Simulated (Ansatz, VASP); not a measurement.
# SiGe60H37Cl (dichlorosilane after losing HCl on H:Ge(100)-2x1) in two plane-wave programs

Wanted: the spread between two codes on one cell, functional and k mesh. Of the first pair: The structure shown is the start of the Ansatz relaxation below; VASP solves that cell, so the two are compared at the walk's first step.

Method: plane waves, with VASP 6.6.1 beside it; single point at PBE with D3(BJ), in Ansatz 0.2.0.

## 1. The starting structure

The cell holds 99 atoms: 60 Ge, 37 H, 1 Si and 1 Cl. Cell: a = 16.292 Å, b = 12.219 Å, c = 23.953 Å, α = 90.0°, β = 90.0°, γ = 90.0°. It derives from Ge (H:Ge(100)-2x1). As first built, before any earlier steps moved the atoms (in the runner's words): diamond Ge(100), 4 x 3 surface cells, five layers, dimers with one H on each atom, bottom capped by H (lattice constants typed as starting values near PBE's), lower atoms held; the H of one Ge-H group replaced by the Si fragment of dichlorosilane less one ligand, eased by MACE. Vacuum lies along c.

## 2. Ansatz: relaxation, PBE with D3(BJ)

Ansatz runs on its default PAW (the set named soft_2) files.

The two programs are compared at the cell with which this relaxation starts, whose forces are those of its first step.

Contents of input.yaml:

```yaml
crystal:
  lattice:
    - [16.29174, 0.0, 0.0]
    - [0.0, 12.21881, 0.0]
    - [0.0, 0.0, 23.95266]
  atoms:
    - { symbol: Ge, position: [0.0, 0.0, 0.07887] }
    - { symbol: Ge, position: [0.125, 0.0, 0.13899] }
    - { symbol: Ge, position: [0.12608, 0.1667, 0.19741] }
    - { symbol: Ge, position: [0.00693, 0.16689, 0.26274] }
    - { symbol: Ge, position: [0.0492, 0.99975, 0.31489] }
    - { symbol: Ge, position: [0.0, 0.33333, 0.07887] }
    - { symbol: Ge, position: [0.125, 0.33333, 0.13899] }
    - { symbol: Ge, position: [0.12659, 0.49995, 0.19723] }
    - { symbol: Ge, position: [0.00671, 0.49979, 0.26221] }
    - { symbol: Ge, position: [0.05014, 0.33369, 0.31501] }
    - { symbol: Ge, position: [0.0, 0.66667, 0.07887] }
    - { symbol: Ge, position: [0.125, 0.66667, 0.13899] }
    - { symbol: Ge, position: [0.12572, 0.83334, 0.19728] }
    - { symbol: Ge, position: [0.00625, 0.83311, 0.26248] }
    - { symbol: Ge, position: [0.04927, 0.66638, 0.31471] }
    - { symbol: Ge, position: [0.25, 0.0, 0.07887] }
    - { symbol: Ge, position: [0.375, 0.0, 0.13899] }
    - { symbol: Ge, position: [0.37442, 0.16664, 0.20299] }
    - { symbol: Ge, position: [0.2455, 0.16657, 0.26261] }
    - { symbol: Ge, position: [0.203, 0.9998, 0.31491] }
    - { symbol: Ge, position: [0.25, 0.33333, 0.07887] }
    - { symbol: Ge, position: [0.375, 0.33333, 0.13899] }
    - { symbol: Ge, position: [0.37841, 0.49924, 0.20453] }
    - { symbol: Ge, position: [0.24675, 0.50006, 0.26209] }
    - { symbol: Ge, position: [0.20416, 0.33383, 0.31497] }
    - { symbol: Ge, position: [0.25, 0.66667, 0.07887] }
    - { symbol: Ge, position: [0.375, 0.66667, 0.13899] }
    - { symbol: Ge, position: [0.37614, 0.83341, 0.20364] }
    - { symbol: Ge, position: [0.24561, 0.83325, 0.26228] }
    - { symbol: Ge, position: [0.20315, 0.66631, 0.3147] }
[... 63 atom lines left out ...]
    - { symbol: H, position: [0.74657, 0.30996, 0.37037] }
    - { symbol: H, position: [0.7409, 0.67605, 0.37489] }
    - { symbol: Si, position: [0.53995, 0.32984, 0.41582] }
    - { symbol: Cl, position: [0.61173, 0.46418, 0.43958] }
    - { symbol: H, position: [0.45469, 0.34896, 0.43605] }
    - { symbol: H, position: [0.57484, 0.23408, 0.44638] }
kpoints:
  mp_grid: { grid: [1, 1, 1] }
hamiltonian:
  xc: pbe
  dispersion: d3bj
scf:
  occupations: { method: fermi_dirac, width: 0.025 }
output:
  forces: true
relax:
  f_tol: 0.05
  max_steps: 120
  constraints:
    - { sites: [0, 1, 5, 6, 10, 11, 15, 16, 20, 21, 25, 26, 30, 31, 35, 36, 40, 41, 45, 46, 50, 51, 55, 56, 60, 61, 62, 63, 64, 65, 66, 67, 68, 69, 70, 71, 72, 73, 74, 75, 76, 77, 78, 79, 80, 81, 82, 83], fix: xyz }
```

Launch:

```bash
$ ansatz run input.yaml --threads 4 --pin off --max-ram 15872MiB --backend cpu --events-out ev --progress --plain --runs-dir out
```

Numbers of over 12 decimals in the logs are rounded to 6 here.

What it wrote:

```text
Engine: ansatz 0.2.0, aarch64-unknown-linux-gnu
Pseudopotentials: kind: paw
Pseudopotential: Ge, paw, valence charge 14, recommended cutoff 420 eV (normal), Ge.paw.azcp
Pseudopotential: H, paw, valence charge 1, recommended cutoff 420 eV (normal), H.paw.azcp
Pseudopotential: Si, paw, valence charge 4, recommended cutoff 420 eV (normal), Si.paw.azcp
Pseudopotential: Cl, paw, valence charge 7, recommended cutoff 420 eV (normal), Cl.paw.azcp
Functional definition: PBE
  parameter kappa = 0.804
  parameter beta = 0.066725
  exchange = pbe_x(kappa = kappa, mu = beta*pi^2/3)
  correlation = pbe_c(beta = beta)
Crystal: 99 atoms, lattice volume = 4768.152 Å³
Basis set: ecut = 420 eV, 93107 PW (Γ), exchange–correlation on 240×180×324 points (8 copies of the dense FFT grid, shifted against one another)
Bands: 543, of which v1, the nominal top of the filled ones, is band 444 counted from 1 (443 counted from 0)
Symmetry: 1 space group operations
Space group: P1 (ITA 1), of the structure as read, at distance tolerance 1.7e-4 Å
k-points: 1
Non-local potential: Ge, projectors of the file, l = 0: 2, l = 1: 2, l = 2: 3, l = 3: 1
Non-local potential: H, projectors of the file, l = 0: 2, l = 1: 1
Non-local potential: Si, projectors of the file, l = 0: 2, l = 1: 2, l = 2: 2
Non-local potential: Cl, projectors of the file, l = 0: 2, l = 1: 2, l = 2: 2
PAW form: soft (Blöchl's): semilocal exchange-correlation on the pseudo side does not see the compensation charge
PAW one-centre angular grid: Ge, 590 points (default); XC on 64 Gauss nodes
PAW one-centre angular grid: H, 110 points (default); XC on 64 Gauss nodes
PAW one-centre angular grid: Si, 110 points (default); XC on 64 Gauss nodes
PAW one-centre angular grid: Cl, 110 points (default); XC on 64 Gauss nodes
Initial density: superposition of atomic densities (neutral atoms: chi_scale 0, normalization atom), corrected by the library's trained network
Initial wavefunctions: pseudopotential atomic-orbital guess
Functional: x = pbe(κ = 0.804, μ = 0.219515), c = pbe(β = 0.066725)
SCF iter   1: F=—  HF=-260000.085546 eV  |F-HF|=—  |Δ(HF+E_count)|=         —  Δρ=1.70e-3  dr2=5.19e-1  ethr=1.77e-3  ⟨swp⟩=6.0  Hψ=2016  notcnv=0  defer=43
preconditioner: auto → Resta (q_TF=auto, 2.062 Å⁻¹)  ε∞=1.6  [insulator: Δε(μ)=0.999 eV  Ē_g=21.565 eV  σ=0.025 eV  W_gap=1.00  n_scr=708 (ndim 8)  ℏωp=16.0 eV  f_vac=0.617  D(μ)=0.00/eV (n_scr^D=0)  ε∞_Penn≈1.6  vacuum switching on, ρ_ref=3.4e-2 e/Å³]
SCF iter   2: F=—  HF=-260000.064012 eV  |F-HF|=—  |Δ(HF+E_count)|=   2.15e-2  Δρ=1.32e-3  dr2=4.63e-1  ethr=5.84e-5  ⟨swp⟩=3.0  Hψ=722  notcnv=0  defer=93
SCF iter   3: F=—  HF=-260000.010570 eV  |F-HF|=—  |Δ(HF+E_count)|=   5.34e-2  Δρ=7.18e-4  dr2=8.46e-2  ethr=5.22e-5  ⟨swp⟩=6.0  Hψ=557  notcnv=0  defer=94
SCF iter   4: F=—  HF=-260000.009483 eV  |F-HF|=—  |Δ(HF+E_count)|=   1.09e-3  Δρ=4.08e-4  dr2=3.34e-2  ethr=9.52e-6  ⟨swp⟩=2.0  Hψ=643  notcnv=0  defer=94
SCF iter   5: F=—  HF=-260000.008408 eV  |F-HF|=—  |Δ(HF+E_count)|=   1.08e-3  Δρ=1.61e-4  dr2=1.67e-3  ethr=3.76e-6  ⟨swp⟩=2.0  Hψ=531  notcnv=0  defer=94
SCF iter   6: F=—  HF=-260000.008673 eV  |F-HF|=—  |Δ(HF+E_count)|=   2.65e-4  Δρ=6.59e-5  dr2=1.90e-4  ethr=1.88e-7  ⟨swp⟩=2.0  Hψ=579  notcnv=0  defer=94
SCF iter   7: F=—  HF=-260000.008800 eV  |F-HF|=—  |Δ(HF+E_count)|=   1.27e-4  Δρ=2.61e-5  dr2=2.81e-4  ethr=2.14e-8  ⟨swp⟩=2.0  Hψ=883  notcnv=0  defer=94
SCF iter   8: F=-260000.008768 eV  HF=-260000.008771 eV  |F-HF|=2.67e-6  |Δ(HF+E_count)|=   2.93e-5  Δρ=1.28e-5  dr2=8.07e-6  ethr=7.04e-9  ⟨swp⟩=2.0  Hψ=1263  notcnv=0
SCF 1 converged in 8 iterations: F = -260000.008768 eV  dr2 = 8.07e-6
  greatest PAW one-centre occupation: 0.998 electrons in one spin orbital (limit 2), on the Ge atom at site 25 (counted from 0), in its partial waves of l = 2
relax step   1: F+E_penalty+E_count = -260000.00876787 eV  Δ(F+E_penalty+E_count) = +0.000e0 eV  max|allowed force component| = 4.278e-1 eV/Å  Δτ_max = 0.0000 Å  (8 SCF iters, dr2 threshold 6.25e-5 eV, accepted)
Initial density: handed on by an earlier stage of this run
Initial wavefunctions: those handed on with the density
iter 1 solved again at ethr=1.25e-4 eV; its pass at ethr=3.10e-3 eV (dr2=1.11e0 eV) is discarded
SCF iter   1: F=—  HF=-260000.790497 eV  |F-HF|=—  |Δ(HF+E_count)|=         —  Δρ=6.68e-3  dr2=1.14e0  ethr=1.25e-4  ⟨swp⟩=2.0  Hψ=1606  notcnv=0  defer=92
preconditioner: auto → Resta (q_TF=auto, 2.062 Å⁻¹)  ε∞=1.5  [insulator: Δε(μ)=1.208 eV  Ē_g=21.626 eV  σ=0.025 eV  W_gap=1.00  n_scr=708 (ndim 8)  ℏωp=16.0 eV  f_vac=0.624  D(μ)=0.00/eV (n_scr^D=0)  ε∞_Penn≈1.5  vacuum switching on, ρ_ref=3.4e-2 e/Å³]
SCF iter   2: F=—  HF=-260000.707669 eV  |F-HF|=—  |Δ(HF+E_count)|=   8.28e-2  Δρ=3.05e-3  dr2=3.64e-1  ethr=1.25e-4  ⟨swp⟩=3.0  Hψ=569  notcnv=0  defer=92
[...]
atom  75  H     -0.06093183     0.19496153    -0.05023011
  atom  76  H     -0.06143157    -0.19648262    -0.04901803
  atom  77  H     -0.06210759    -0.19493285    -0.05110132
  atom  78  H     -0.06159630     0.19703950    -0.05129747
  atom  79  H      0.06600631     0.19291320    -0.05234782
  atom  80  H      0.06398321    -0.19604236    -0.05274346
  atom  81  H      0.06016497     0.19448357    -0.05027762
  atom  82  H      0.06065877    -0.19604859    -0.04932615
  atom  83  H      0.06423889    -0.19154812    -0.05300173
  atom  84  H      0.06297307     0.19595652    -0.05198309
  atom  85  H      0.00017742    -0.00021198    -0.00125501
  atom  86  H      0.00039226     0.00053720    -0.00106617
  atom  87  H      0.00020664    -0.00022072    -0.00162140
  atom  88  H     -0.00111435    -0.00008313    -0.00140541
  atom  89  H     -0.00141003     0.00019624    -0.00141526
  atom  90  H     -0.00115816     0.00008010    -0.00137558
  atom  91  H      0.00219873    -0.00203520    -0.00625953
  atom  92  H      0.00134673    -0.00064545    -0.00574849
  atom  93  H     -0.00195442    -0.00074358    -0.00554399
  atom  94  H     -0.00191438     0.00283975    -0.00279994
  atom  95  H     -0.00098009    -0.00184497    -0.00171531
  atom  96  Si    -0.01341023     0.01527007     0.01576695
  atom  97  Cl    -0.00746521    -0.02380052    -0.00983584
  atom  98  H      0.00939654    -0.00810016    -0.00127143
  atom  99  H     -0.00098031     0.01638136     0.00075141
  max |Σ_I F_I| component: 1.36e-4 eV/Å
--- Relaxed structure (10 steps of the walk, 10 accepted, 0 SCFs on fresh bases) ---
  F+E_penalty+E_count = -260000.80795785 eV   max|allowed force component| = 2.380e-2 eV/Å
  atoms:
    - { symbol: Ge, position: [0.0, 0.0, 0.07887] }
    - { symbol: Ge, position: [0.125, 0.0, 0.13899] }
    - { symbol: Ge, position: [0.124988, 0.166684, 0.193560] }
    - { symbol: Ge, position: [0.00579447, 0.166672, 0.256186] }
    - { symbol: Ge, position: [0.047224, 0.999948, 0.307075] }
    - { symbol: Ge, position: [0.0, 0.333330, 0.07887] }
    - { symbol: Ge, position: [0.125, 0.333330, 0.13899] }
    - { symbol: Ge, position: [0.124990, 0.499983, 0.193552] }
    - { symbol: Ge, position: [0.00581995, 0.500004, 0.256184] }
    - { symbol: Ge, position: [0.047233, 0.333332, 0.307138] }
    - { symbol: Ge, position: [0.0, 0.666670, 0.07887] }
    - { symbol: Ge, position: [0.125, 0.666670, 0.13899] }
    - { symbol: Ge, position: [0.124992, 0.833334, 0.193545] }
    - { symbol: Ge, position: [0.00575723, 0.833303, 0.256124] }
    - { symbol: Ge, position: [0.047260, 0.666698, 0.307096] }
    - { symbol: Ge, position: [0.25, 0.0, 0.07887] }
    - { symbol: Ge, position: [0.375, 0.0, 0.13899] }
    - { symbol: Ge, position: [0.374705, 0.166679, 0.200032] }
    - { symbol: Ge, position: [0.244194, 0.166678, 0.256170] }
    - { symbol: Ge, position: [0.202872, 0.999923, 0.307054] }
    - { symbol: Ge, position: [0.25, 0.333330, 0.07887] }
    - { symbol: Ge, position: [0.375, 0.333330, 0.13899] }
    - { symbol: Ge, position: [0.374824, 0.499933, 0.200196] }
    - { symbol: Ge, position: [0.244183, 0.500023, 0.256159] }
[...]
- { symbol: Ge, position: [0.875031, 0.500046, 0.200206] }
    - { symbol: Ge, position: [0.744313, 0.500373, 0.256285] }
    - { symbol: Ge, position: [0.703274, 0.333189, 0.306775] }
    - { symbol: Ge, position: [0.75, 0.666670, 0.07887] }
    - { symbol: Ge, position: [0.875, 0.666670, 0.13899] }
    - { symbol: Ge, position: [0.874884, 0.833319, 0.200242] }
    - { symbol: Ge, position: [0.744076, 0.833097, 0.256250] }
    - { symbol: Ge, position: [0.702538, 0.666623, 0.307427] }
    - { symbol: H, position: [0.0, 0.102910, 0.041750] }
    - { symbol: H, position: [0.0, 0.897090, 0.041750] }
    - { symbol: H, position: [0.0, 0.436240, 0.041750] }
    - { symbol: H, position: [0.0, 0.230430, 0.041750] }
    - { symbol: H, position: [0.0, 0.563760, 0.041750] }
    - { symbol: H, position: [0.0, 0.769570, 0.041750] }
    - { symbol: H, position: [0.25, 0.102910, 0.041750] }
    - { symbol: H, position: [0.25, 0.897090, 0.041750] }
    - { symbol: H, position: [0.25, 0.436240, 0.041750] }
    - { symbol: H, position: [0.25, 0.230430, 0.041750] }
    - { symbol: H, position: [0.25, 0.563760, 0.041750] }
    - { symbol: H, position: [0.25, 0.769570, 0.041750] }
    - { symbol: H, position: [0.5, 0.897090, 0.041750] }
    - { symbol: H, position: [0.5, 0.102910, 0.041750] }
    - { symbol: H, position: [0.5, 0.230430, 0.041750] }
    - { symbol: H, position: [0.5, 0.436240, 0.041750] }
    - { symbol: H, position: [0.5, 0.769570, 0.041750] }
    - { symbol: H, position: [0.5, 0.563760, 0.041750] }
    - { symbol: H, position: [0.75, 0.897090, 0.041750] }
    - { symbol: H, position: [0.75, 0.102910, 0.041750] }
    - { symbol: H, position: [0.75, 0.230430, 0.041750] }
    - { symbol: H, position: [0.75, 0.436240, 0.041750] }
    - { symbol: H, position: [0.75, 0.769570, 0.041750] }
    - { symbol: H, position: [0.75, 0.563760, 0.041750] }
[...]
- { symbol: H, position: [0.233951, 0.666649, 0.368431] }
    - { symbol: H, position: [0.515926, 0.000749144, 0.368284] }
    - { symbol: H, position: [0.515273, 0.667779, 0.368453] }
    - { symbol: H, position: [0.733542, 0.00051419, 0.368492] }
    - { symbol: H, position: [0.732893, 0.332584, 0.368437] }
    - { symbol: H, position: [0.733665, 0.666706, 0.368723] }
    - { symbol: Si, position: [0.499643, 0.328767, 0.400144] }
    - { symbol: Cl, position: [0.553235, 0.456175, 0.444949] }
    - { symbol: H, position: [0.408627, 0.344113, 0.402733] }
    - { symbol: H, position: [0.522056, 0.224153, 0.428672] }
```

In the SCF lines HF is the Harris–Foulkes energy and dr2 the Hartree energy of the density residual, in eV; the loop may stop once dr2 is under the threshold and the program's other checks hold. Hψ counts applications of the Hamiltonian.

## 3. VASP: single point, PBE with D3(BJ), start cell, pair 1

The same cell, functional, mesh and smearing now go to VASP, with its own data sets.

Lines of VASP's logs that name or quote its potential files are left out, and so is its time.

Contents of INCAR:

```
SYSTEM = SiGe60H37Cl
PREC = Accurate
ENCUT = 410
EDIFF = 1E-06
NELM = 120
ISMEAR = -1
SIGMA = 0.025
LREAL = Auto
ALGO = Normal
GGA = PE
IVDW = 12
NBANDS = 520
LORBIT = 11
LWAVE = .FALSE.
LCHARG = .FALSE.
ISIF = 2
LASPH = .TRUE.
GGA_COMPAT = .FALSE.
EFERMI = MIDGAP
NCORE = 2
```

Contents of POSCAR:

```
SiGe60H37Cl
1.0
   16.2917400000      0.0000000000      0.0000000000
    0.0000000000     12.2188100000      0.0000000000
    0.0000000000      0.0000000000     23.9526600000
Ge H Si Cl
60 37 1 1
Direct
    0.0000000000      0.0000000000      0.0788680673
    0.1250019949      0.0000000000      0.1389908261
    0.1260822969      0.1667019947      0.1974102250
    0.0069298921      0.1668902291      0.2627390862
    0.0492028476      0.9997536585      0.3148919577
    0.0000000000      0.3333303325      0.0788680673
    0.1250019949      0.3333303325      0.1389908261
    0.1265917575      0.4999504862      0.1972307042
    0.0067089212      0.4997868041      0.2622088737
    0.0501419738      0.3336904330      0.3150088550
    0.0000000000      0.6666688491      0.0788680673
    0.1250019949      0.6666688491      0.1389908261
    0.1257201502      0.8333381074      0.1972808031
    0.0062485652      0.8331089525      0.2624802423
    0.0492703665      0.6663824055      0.3147082620
    0.2499978517      0.0000000000      0.0788680673
    0.3749998465      0.0000000000      0.1389908261
    0.3744228670      0.1666365219      0.2029920685
    0.2454986392      0.1665710491      0.2626096642
    0.2029985747      0.9998027631      0.3149086573
    0.2499978517      0.3333303325      0.0788680673
    0.3749998465      0.3333303325      0.1389908261
    0.3784126189      0.4992384692      0.2045284323
    0.2467508075      0.5000568795      0.2620919764
    0.2041586718      0.3338295628      0.3149712809
    0.2499978517      0.6666688491      0.0788680673
    0.3749998465      0.6666688491      0.1389908261
    0.3761415294      0.8334117643      0.2036391783
    0.2456091246      0.8332480823      0.2622798470
    0.2031520267      0.6663087486      0.3146999122
[... 63 atom lines left out ...]
    0.7465685065      0.3099565342      0.3703680510
    0.7409030589      0.6760478312      0.3748894695
    0.4546905364      0.3489619693      0.4360517788
    0.5748373102      0.2340817150      0.4463804855
    0.5399484647      0.3298439046      0.4158202054
    0.6117271697      0.4641777718      0.4395795707
```

Contents of KPOINTS:

```
Automatic mesh
0
Gamma
1 1 1
0 0 0
```

The projector-augmented-wave data sets are Ge_d, H, Si and Cl (PBE family, release 64).

Launch:

```bash
$ mpirun -np 8 vasp_gam
```

What it wrote:

```text
[banner, memory and clock lines left out]
running    8 mpi-ranks, on    1 nodes
[...]
LDA part: xc-table for (Slater+PW92), standard interpolation
 POSCAR, INCAR and KPOINTS ok, starting setup
[...]
entering main loop
       N       E                     dE             d eps       ncg     rms          rms(c)
DAV:   1     0.124805783336E+05    0.12481E+05   -0.40139E+05  1168   0.283E+03
DAV:   2     0.232125370967E+04   -0.10159E+05   -0.99616E+04  1312   0.689E+02
DAV:   3    -0.118359437065E+03   -0.24396E+04   -0.23380E+04  1456   0.239E+02
DAV:   4    -0.387038510149E+03   -0.26868E+03   -0.26504E+03  1192   0.881E+01
[...]
DAV:  30    -0.388351213568E+03   -0.31624E-05   -0.98118E-08   696   0.158E-03    0.184E-04
DAV:  31    -0.388351215731E+03   -0.21630E-05   -0.65085E-08   680   0.984E-04    0.113E-04
DAV:  32    -0.388351216487E+03   -0.75513E-06   -0.31323E-08   680   0.884E-04
   1 F= -.40204162E+03 E0= -.40204162E+03  d E =-.852009E-08
```

Parts of OUTCAR (step 3):

```text
  FREE ENERGIE OF THE ION-ELECTRON SYSTEM (eV)
  ---------------------------------------------------
  free  energy   TOTEN  =      -402.0416151736 eV

  energy  without entropy=     -402.0416151651  energy(sigma->0) =     -402.04161517
```

## 4. Side by side

Known differences besides the potentials themselves: the cutoff is 420 eV in Ansatz and 410 eV in VASP (PREC = Accurate, projectors in real space). Total energies have different zeros and are not compared.

Forces on 9 of the 99 atoms, those with the largest forces and the largest differences (eV/Å; atoms numbered as in POSCAR):

```csv
atom,"Ansatz x, y, z","VASP x, y, z"
Ge16,"-0.235, -0.007, 0.594","-0.235, -0.007, 0.565"
Ge21,"-0.258, 0.017, 0.592","-0.258, 0.017, 0.563"
Ge26,"-0.274, -0.018, 0.593","-0.274, -0.018, 0.564"
Ge31,"0.248, -0.019, 0.577","0.248, -0.019, 0.548"
Ge46,"-0.242, 0.005, 0.593","-0.242, 0.005, 0.565"
Ge51,"-0.222, 0.000, 0.596","-0.222, 0.000, 0.568"
Ge56,"-0.202, -0.008, 0.597","-0.202, -0.007, 0.568"
Si98,"-0.078, 0.197, 0.007","-0.058, 0.227, 0.024"
Cl99,"-0.119, -0.040, -0.013","-0.142, -0.073, -0.025"
```

The forces differ by 12 meV/Å r.m.s., which is 6.0 % of the r.m.s. force of 0.198 eV/Å (both taken over all components). With vacuum in the cell, a pressure given here is an average over mostly empty space and none of the material.

(Continued in part 2 of 2.)

[Lines on the potential files, build, host, timing and source positions are cut from VASP's logs without a mark.]

[Logs are printed without paths, hosts, clocks, repeated set-up lines and the standing remarks that a program may print on its own settings, such as how far it seeks lower states.]

[Hosts, paths, dates, database ids (printed as entryN), source tags and the programs' standing remarks are cut or masked in the printed files.]
